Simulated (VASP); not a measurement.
Output of a VASP run:

**OSZICAR**
```
       N       E                     dE             d eps       ncg     rms          rms(c)
DAV:   1     0.117882451092E+04    0.11788E+04   -0.47995E+04  3500   0.215E+03
DAV:   2     0.307317530858E+01   -0.11758E+04   -0.11496E+04  3500   0.656E+02
DAV:   3    -0.119519551294E+03   -0.12259E+03   -0.11881E+03  5022   0.199E+02
DAV:   4    -0.125418139455E+03   -0.58986E+01   -0.58073E+01  4448   0.403E+01
DAV:   5    -0.125562882206E+03   -0.14474E+00   -0.14344E+00  4454   0.642E+00    0.357E+01
DAV:   6    -0.101251345499E+03    0.24312E+02   -0.12717E+02  4584   0.823E+01    0.138E+01
DAV:   7    -0.966293386650E+02    0.46220E+01   -0.17901E+01  5152   0.306E+01    0.488E+00
DAV:   8    -0.967452527670E+02   -0.11591E+00   -0.12812E+00  4388   0.539E+00    0.352E+00
DAV:   9    -0.968021575263E+02   -0.56905E-01   -0.68341E-01  4698   0.414E+00    0.229E+00
DAV:  10    -0.967769604354E+02    0.25197E-01   -0.23821E-01  4414   0.324E+00    0.108E+00
DAV:  11    -0.967651379797E+02    0.11822E-01   -0.29772E-01  4350   0.220E+00    0.905E-01
DAV:  12    -0.967491850164E+02    0.15953E-01   -0.31258E-01  4026   0.269E+00    0.330E-01
DAV:  13    -0.968233933981E+02   -0.74208E-01   -0.78474E-02  3746   0.158E+00    0.278E-01
DAV:  14    -0.968257752197E+02   -0.23818E-02   -0.11177E-02  4172   0.556E-01    0.180E-01
DAV:  15    -0.968265136408E+02   -0.73842E-03   -0.24100E-03  4284   0.249E-01    0.740E-02
DAV:  16    -0.968263678883E+02    0.14575E-03   -0.11887E-03  4892   0.187E-01    0.125E-01
DAV:  17    -0.968265606479E+02   -0.19276E-03   -0.12171E-04  4148   0.635E-02    0.334E-01
DAV:  18    -0.968266913214E+02   -0.13067E-03   -0.12962E-04  3784   0.730E-02    0.172E-01
DAV:  19    -0.968266379697E+02    0.53352E-04   -0.15185E-05  5248   0.215E-02    0.434E-02
DAV:  20    -0.968266331414E+02    0.48284E-05   -0.29352E-06  3962   0.864E-03    0.371E-02
DAV:  21    -0.968266154523E+02    0.17689E-04   -0.36010E-06  3840   0.887E-03    0.680E-03
DAV:  22    -0.968266130266E+02    0.24258E-05   -0.25117E-06  3872   0.616E-03    0.460E-03
DAV:  23    -0.968266124933E+02    0.53324E-06   -0.17812E-07  2860   0.242E-03    0.437E-03
DAV:  24    -0.968266116888E+02    0.80456E-06   -0.26124E-08  2142   0.923E-04    0.249E-03
DAV:  25    -0.968266111446E+02    0.54419E-06   -0.67892E-08  2176   0.124E-03    0.377E-04
DAV:  26    -0.968266112817E+02   -0.13714E-06   -0.16276E-08  2104   0.638E-04    0.321E-04
DAV:  27    -0.968266112559E+02    0.25844E-07   -0.40389E-09  2104   0.245E-04
   1 F= -.96826611E+02 E0= -.96826611E+02  d E =0.000000E+00
       N       E                     dE             ncg
       N       E                     dE             ncg
```

OUTCAR:
```
------------------------ aborting loop because EDIFF is reached ----------------------------------------
  FORCE on cell =-STRESS in cart. coord.  units (eV):
  Direction    XX          YY          ZZ          XY          YZ          ZX
  --------------------------------------------------------------------------------------
  Total        0.0184150      0.0184150      0.0184150      0.0000000      0.0000000     -0.0000000
  in kB        0.3613967      0.3613967      0.3613967      0.0000000      0.0000000     -0.0000000
  external PRESSURE =       0.3613967 kB  Pullay stress =       0.0000000 kB
  volume of cell :       81.64
      direct lattice vectors                 reciprocal lattice vectors
     4.338097745  0.000000000  0.000000000     0.230515783  0.000000000  0.000000000
     0.000000000  4.338097745  0.000000000     0.000000000  0.230515783  0.000000000
     0.000000000  0.000000000  4.338097745     0.000000000  0.000000000  0.230515783
 POSITION                                       TOTAL-FORCE (eV/Angst)
 -----------------------------------------------------------------------------------
      0.00000      0.00000      0.00000        -0.000000     -0.000000     -0.000000
      2.16905      2.16905      2.16905        -0.000000     -0.000000     -0.000000
      1.08452      0.00000      2.16905         0.000000      0.000000      0.000000
      2.16905      3.25357      0.00000         0.000000     -0.000000     -0.000000
      3.25357      0.00000      2.16905        -0.000000      0.000000     -0.000000
      2.16905      1.08452      0.00000        -0.000000      0.000000      0.000000
      0.00000      2.16905      3.25357         0.000000      0.000000     -0.000000
      0.00000      2.16905      1.08452         0.000000     -0.000000     -0.000000
 -----------------------------------------------------------------------------------
    total drift:                                0.000000     -0.000000      0.000000
  FREE ENERGIE OF THE ION-ELECTRON SYSTEM (eV)
  ---------------------------------------------------
  free  energy   TOTEN  =       -96.8266112559 eV

  energy  without entropy=      -96.8266112559  energy(sigma->0) =      -96.82661126

 total charge

# of ion       s       p       d       tot
------------------------------------------
    1        1.626   3.243   0.000   4.869
    2        1.626   3.243   0.000   4.869
    3        0.618   6.308   4.377  11.303
    4        0.618   6.308   4.377  11.303
    5        0.618   6.308   4.377  11.303
    6        0.618   6.308   4.377  11.303
    7        0.618   6.308   4.377  11.303
    8        0.618   6.308   4.377  11.303
--------------------------------------------------
tot          6.959  44.331  26.264  77.554
```
(Selected blocks of OUTCAR.)

### POSCAR
```
Cr3O
1
    4.3380977453    -0.0000000000     0.0000000000
    0.0000000000     4.3380977453    -0.0000000000
    0.0000000000     0.0000000000     4.3380977453
O Cr
2 6
Direct
  0.0000000000   0.0000000000   0.0000000000
  0.5000000000   0.5000000000   0.5000000000
  0.2500000000   0.0000000000   0.5000000000
  0.5000000000   0.7500000000   0.0000000000
  0.7500000000   0.0000000000   0.5000000000
  0.5000000000   0.2500000000   0.0000000000
  0.0000000000   0.5000000000   0.7500000000
  0.0000000000   0.5000000000   0.2500000000
```

Problem. Write an INCAR and KPOINTS that could have produced this output.

Solution. This is not unique; one that fits is the input of the run itself, r2SCAN meta-GGA, plane waves, VASP's PBE PAW potentials (set 64).

KPOINTS:
```
kpoints
0
gamma
8 8 8
```

**KPOINTS_OPT**
```
k-points along high-symmetry lines
10
Line-mode
Reciprocal
  0.000000   0.000000   0.000000 ! GAMMA
  0.000000   0.500000   0.000000 ! X

  0.000000   0.500000   0.000000 ! X
  0.500000   0.500000   0.000000 ! M

  0.500000   0.500000   0.000000 ! M
  0.000000   0.000000   0.000000 ! GAMMA

  0.000000   0.000000   0.000000 ! GAMMA
  0.500000   0.500000   0.500000 ! R

  0.500000   0.500000   0.500000 ! R
  0.000000   0.500000   0.000000 ! X

  0.500000   0.500000   0.500000 ! R
  0.500000   0.500000   0.000000 ! M
```

INCAR:
```
! general
SYSTEM  = Cr3O
PREC    = Accurate
ENCUT   = 520
LREAL   = .FALSE.   ! projection in real space or not
LASPH   = .TRUE.

! electronic loop
EDIFF   = 1E-7   ! SCF stop (eV)
NELM    = 100   ! most electronic steps
ALGO    = Normal   ! blocked Davidson
LMAXMIX = 4   ! l cut-off of mixed one-centre charges
LMIXTAU = .TRUE.

! smearing
ISMEAR  = -5   ! tetrahedra, Bloechl

! functional
METAGGA = R2SCAN

! ions
ISIF    = 2   ! forces and stress, cell fixed

! output
LWAVE   = .FALSE.
LCHARG  = .FALSE.
LORBIT  = 11   ! lm-projected
NEDOS   = 601   ! DOS grid

! other
LEFG    = .TRUE.
```

POTCAR, in this order: O Cr_pv (PBE.64 set). Program: vasp_std.

For a metal the tetrahedron method with Blöchl corrections gives inexact stress and forces.

The structure comes from a measured Cr3O entry (Pm-3n) of the Crystallography Open Database, whose conditions weren't checked. It was relaxed first, which changed the volume by -13 %. The run is not spin-polarised, so no magnetic state was tried.
